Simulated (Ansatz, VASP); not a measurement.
# Cross-check of ZnSb2C (CuAu-ordered zincblende type (invented)) between VASP and Ansatz

One calculation is typed for both programs; each brings its own data sets. How far apart do they land? The cell is generated by rule, not measured, and may not be a known phase. The cell is taken from a series of runs on this material, whose earlier steps may have relaxed, scaled, displaced or heated it; both programs get it as it stands.

Calculated with Ansatz 0.2.0; plane waves, with VASP 6.6.1 beside it; relaxation of cell and atoms at PBEsol.

### Step 1. The starting structure

Symmetry: P-4m2, No. 115, tetragonal system. Conventional cell: a = 3.936 Å, b = 3.936 Å, c = 5.566 Å, α = 90.00°, β = 90.00°, γ = 90.00°. Zn has 4 Sb at 2.41 Å nearest. Nearest to C lie 4 Sb at 2.41 Å. Sb has 2 Zn at 2.41 Å and 2 C at 2.41 Å nearest. Farther neighbours are not listed.

Coordinates:

```xyz
4
Lattice="3.9355 0.0000 0.0000 0.0000 3.9355 0.0000 0.0000 0.0000 5.5657" Properties=species:S:1:pos:R:3 pbc="T T T"
Zn    0.0000    0.0000    0.0000
C     1.9678    1.9678    2.7828
Sb    0.0000    1.9678    1.3914
Sb    1.9678    0.0000    4.1742
```

### Step 2. VASP: relaxation of cell and atoms, PBEsol

The relaxed volume is the usual yardstick between codes: in a stiff, nearly cubic crystal its relative difference is about their pressure difference at one cell divided by the bulk modulus.

Lines of VASP's logs that name or quote its potential files are left out, and so is its time.

INCAR reads:

```
SYSTEM = ZnSb2C
PREC = Accurate
ENCUT = 600
EDIFF = 1E-07
NELM = 120
ISMEAR = 0
SIGMA = 0.1
LREAL = .FALSE.
ALGO = Normal
GGA = PS
NBANDS = 19
LORBIT = 11
LWAVE = .FALSE.
LCHARG = .FALSE.
ISIF = 3
IBRION = 2
NSW = 80
EDIFFG = -0.005
LASPH = .TRUE.
GGA_COMPAT = .FALSE.
NELMIN = 4
KPAR = 2
```

POSCAR reads:

```
ZnSb2C
1.0
    3.9355100000      0.0000000000      0.0000000000
    0.0000000000      3.9355100000      0.0000000000
    0.0000000000      0.0000000000      5.5656600000
Zn C Sb
1 1 2
Direct
    0.0000000000      0.0000000000      0.0000000000
    0.5000000000      0.5000000000      0.5000000000
    0.0000000000      0.5000000000      0.2500000000
    0.5000000000      0.0000000000      0.7500000000
```

KPOINTS reads:

```
Automatic mesh
0
Gamma
6 6 4
0 0 0
```

PAW data sets: Zn, C and Sb (PBE family, release 64).

Started as:

```sh
$ mpirun -np 2 vasp_std
```

Numbers of over 12 decimals in the logs are rounded to 6 here.

Log:

```text
[banner, memory and clock lines left out]
running    2 mpi-ranks, on    1 nodes
 distrk:  each k-point on    1 cores,    2 groups
 distr:  one band on    1 cores,    1 groups

 POSCAR found type information on POSCAR ZnC Sb
 POSCAR found :  3 types and       4 ions
|                                                                             |
|               ----> ADVICE to this user running VASP <----                  |
|                                                                             |
|     You enforced a specific xc type in the INCAR file but a different       |
|     [... a line on the potential file left out ...]
|     I HOPE YOU KNOW WHAT YOU ARE DOING!                                     |
|                                                                             |

 LDA part: xc-table for (Slater+PW92), standard interpolation
 POSCAR, INCAR and KPOINTS ok, starting setup
 FFT: planning ... GRIDC
 FFT: planning ... GRID_SOFT
 FFT: planning ... GRID
 WAVECAR not read
 entering main loop
       N       E                     dE             d eps       ncg     rms          rms(c)
DAV:   1     0.153294440220E+03    0.15329E+03   -0.12255E+04  1140   0.149E+03
DAV:   2    -0.396495759045E+01   -0.15726E+03   -0.15324E+03  1283   0.298E+02
DAV:   3    -0.173997086775E+02   -0.13435E+02   -0.13220E+02  1417   0.836E+01
DAV:   4    -0.177391012763E+02   -0.33939E+00   -0.33696E+00  1338   0.126E+01
DAV:   5    -0.177430847346E+02   -0.39835E-02   -0.39825E-02  1334   0.150E+00    0.752E+00
DAV:   6    -0.169208395292E+02    0.82225E+00   -0.11364E+01  1528   0.463E+01    0.552E+00
DAV:   7    -0.166670600641E+02    0.25378E+00   -0.13976E+00  1521   0.161E+01    0.289E+00
DAV:   8    -0.166553418329E+02    0.11718E-01   -0.46806E-01  1541   0.524E+00    0.789E-01
DAV:   9    -0.166341018360E+02    0.21240E-01   -0.14215E-01  1537   0.333E+00    0.209E-01
DAV:  10    -0.166349102476E+02   -0.80841E-03   -0.89145E-03  1232   0.600E-01    0.127E-01
DAV:  11    -0.166349523279E+02   -0.42080E-04   -0.51359E-04  1318   0.165E-01    0.306E-02
DAV:  12    -0.166349371245E+02    0.15203E-04   -0.20988E-04  1457   0.886E-02    0.153E-02
DAV:  13    -0.166349419463E+02   -0.48217E-05   -0.27486E-05  1454   0.904E-02    0.873E-03
DAV:  14    -0.166349410396E+02    0.90672E-06   -0.44239E-06  1488   0.242E-02    0.519E-03
DAV:  15    -0.166349405980E+02    0.44152E-06   -0.31948E-06  1533   0.269E-02    0.823E-04
DAV:  16    -0.166349406198E+02   -0.21746E-07   -0.54215E-07  1194   0.587E-03
   1 F= -.16634941E+02 E0= -.16630498E+02  d E =-.166349E+02
[... from here on, the cycles between the ionic steps are left out ...]
   2 F= -.17102166E+02 E0= -.17094245E+02  d E =-.467226E+00
   3 F= -.17173322E+02 E0= -.17167174E+02  d E =-.538382E+00
   4 F= -.17249832E+02 E0= -.17247146E+02  d E =-.765099E-01
   5 F= -.17250539E+02 E0= -.17247698E+02  d E =-.772171E-01
   6 F= -.17307575E+02 E0= -.17305413E+02  d E =-.570354E-01
   7 F= -.17330794E+02 E0= -.17328380E+02  d E =-.802545E-01
   8 F= -.17330858E+02 E0= -.17328493E+02  d E =-.803185E-01
   9 F= -.17332398E+02 E0= -.17330567E+02  d E =-.153972E-02
  10 F= -.17333533E+02 E0= -.17331490E+02  d E =-.267471E-02
 curvature:  -0.44 expect dE=-0.229E-03 dE for cont linesearch -0.166E-06
 trial: gam= 0.09572 g(F)=  0.313E-03 g(S)=  0.210E-03 ort =-0.505E-04 (trialstep = 0.127E+01)
 search vector abs. value=  0.574E-03
 bond charge predicted
       N       E                     dE             d eps       ncg     rms          rms(c)
DAV:   1    -0.173347872461E+02   -0.12545E-02   -0.23572E-02  1329   0.192E+00    0.224E-01
DAV:   2    -0.173340292916E+02    0.75795E-03   -0.47500E-03  1341   0.149E+00    0.844E-02
DAV:   3    -0.173339298190E+02    0.99473E-04   -0.26157E-04  1470   0.242E-01    0.446E-02
DAV:   4    -0.173338893676E+02    0.40451E-04   -0.59470E-05  1322   0.805E-02    0.127E-02
DAV:   5    -0.173338879572E+02    0.14104E-05   -0.64851E-06  1282   0.192E-02    0.772E-03
DAV:   6    -0.173338875391E+02    0.41817E-06   -0.27458E-06  1204   0.110E-02    0.203E-03
DAV:   7    -0.173338874811E+02    0.57963E-07   -0.51462E-07  1139   0.519E-03
  11 F= -.17333887E+02 E0= -.17332131E+02  d E =-.354839E-03
 trial-energy change:   -0.000355  1 .order   -0.000344   -0.000656   -0.000032
 step:   1.3274(harm=  1.3337)  dis= 0.00457  next Energy=   -17.333888 (dE=-0.356E-03)
 reached required accuracy - stopping structural energy minimisation
```

OUTCAR, selected parts (step 2):

```text
ion  position               nearest neighbor table
   1  0.000  0.000  0.000-   3 2.41   4 2.41   3 2.41   4 2.41
   2  0.500  0.500  0.500-   3 2.41   4 2.41   4 2.41   3 2.41
   3  0.000  0.500  0.250-   1 2.41   2 2.41   1 2.41   2 2.41
   4  0.500  0.000  0.750-   1 2.41   2 2.41   2 2.41   1 2.41

  LATTYP: Found a simple tetragonal cell.
 ALAT       =     3.9355100000
 C/A-ratio  =     1.4142156925

 Subroutine GETGRP returns: Found  8 space group operations
 (whereof  8 operations were pure point group operations)

The static configuration has the point symmetry D_2d.

 Found     30 irreducible k-points:

   k-points           NKPTS =     30   k-points in BZ     NKDIM =     30   number of bands    NBANDS=     19

   dimension x,y,z NGX =    32 NGY =   32 NGZ =   48
   dimension x,y,z NGXF=    64 NGYF=   64 NGZF=   96

   ENCUT  =  600.0 eV  44.10 Ry    6.64 a.u.   7.86  7.86 11.12*2*pi/ulx,y,z

   NELECT =      26.0000    total number of electrons

 k-points in reciprocal lattice and weights: Automatic mesh
   0.00000000  0.00000000  0.00000000       0.007
   0.16666667  0.00000000  0.00000000       0.028
   0.33333333  0.00000000  0.00000000       0.028
   0.50000000  0.00000000  0.00000000       0.014
   0.16666667  0.16666667  0.00000000       0.028
   0.33333333  0.16666667  0.00000000       0.056
   0.50000000  0.16666667  0.00000000       0.028
   0.33333333  0.33333333  0.00000000       0.028
   0.50000000  0.33333333  0.00000000       0.028
[...]
0.50000000  0.33333333  0.50000000       0.028
   0.50000000  0.50000000  0.50000000       0.007

 average (electrostatic) potential at core
       1 -33.7964       2 -49.9733       3 -86.8925       4 -86.8925

 E-fermi :   6.2538

 k-point     1 :       0.0000    0.0000    0.0000
  band No.  band energies     occupation
    ...
      8      -1.5701      2.00000
      9       1.9720      2.00000
     10       1.9720      2.00000
     11       4.2956      2.00000
     12       5.1106      2.00000
     13       6.6965      0.00000
     14       7.0743      0.00000
     15       7.0743      0.00000
     16       8.8724      0.00000
     17       8.8724      0.00000
    ...

 k-point     2 :       0.1667    0.0000    0.0000
  band No.  band energies     occupation
    ...
      9       1.0163      2.00000
     10       2.1214      2.00000
     11       4.3319      2.00000
     12       4.6786      2.00000
     13       5.6741      2.00000
     14       6.9793      0.00000
     15       7.6496      0.00000
     16       8.4487      0.00000
     17       9.1221      0.00000
     18       9.8628      0.00000
    ...

 k-point     3 :       0.3333    0.0000    0.0000
  band No.  band energies     occupation
    ...
      9       0.5956      2.00000
     10       2.4617      2.00000
     11       2.4641      2.00000
     12       3.1418      2.00000
     13       6.0131      1.99934
     14       6.6984      0.00000
     15       8.4561      0.00000
     16       9.0268      0.00000
     17       9.7968      0.00000
     18      10.4928      0.00000
    ...

  Total        0.0007487      0.0007487     -0.0130424      0.0000000      0.0000000     -0.0000000
  in kB        0.0139289      0.0139289     -0.2426586      0.0000000      0.0000000     -0.0000000
  external PRESSURE =      -0.0716003 kB  Pullay stress =       0.0000000 kB

  energy-cutoff  :      600.00
  volume of cell :       86.11
      direct lattice vectors                 reciprocal lattice vectors
     3.798619198  0.000000000 -0.000000000     0.263253553  0.000000000  0.000000000
     0.000000000  3.798619198 -0.000000000     0.000000000  0.263253553  0.000000000
    -0.000000000 -0.000000000  5.967895384     0.000000000  0.000000000  0.167563259

 POSITION                                       TOTAL-FORCE (eV/Angst)
 -----------------------------------------------------------------------------------
     -0.00000      3.79862      5.96790        -0.000000     -0.000000      0.000000
      1.89931      1.89931      2.98395        -0.000000     -0.000000      0.000000
     -0.00000      1.89931      1.74193         0.000000      0.000000     -0.002180
      1.89931     -0.00000      4.22597        -0.000000     -0.000000      0.002180
 -----------------------------------------------------------------------------------
    total drift:                                0.000000      0.000000      0.000000

  FREE ENERGIE OF THE ION-ELECTRON SYSTEM (eV)
  ---------------------------------------------------
  free  energy   TOTEN  =       -17.3338874811 eV

  energy  without entropy=      -17.3303750883  energy(sigma->0) =      -17.33213128

 reached required accuracy - stopping structural energy minimisation

 total charge
# of ion       s       p       d       tot
------------------------------------------
    1        0.631   0.525   9.724  10.880
    2        0.916   1.315   0.000   2.231
    3        1.151   1.224   0.060   2.434
    4        1.151   1.224   0.060   2.434
--------------------------------------------------
tot          3.849   4.287   9.843  17.979

[... 3 further parts left out ...]
```

The k-mesh is coarse for a metal. The run keeps the 8 symmetry operations of its start, so it cannot find a distortion of lower symmetry.

(Part 1 of 2 ends here.)

[Lines on the potential files, build, host, timing and source positions are cut from VASP's logs without a mark.]

[Logs are printed without paths, hosts, clocks, repeated set-up lines and the standing remarks that a program may print on its own settings, such as how far it seeks lower states.]

[Hosts, paths, dates, database ids (printed as entryN), source tags and the programs' standing remarks are cut or masked in the printed files.]
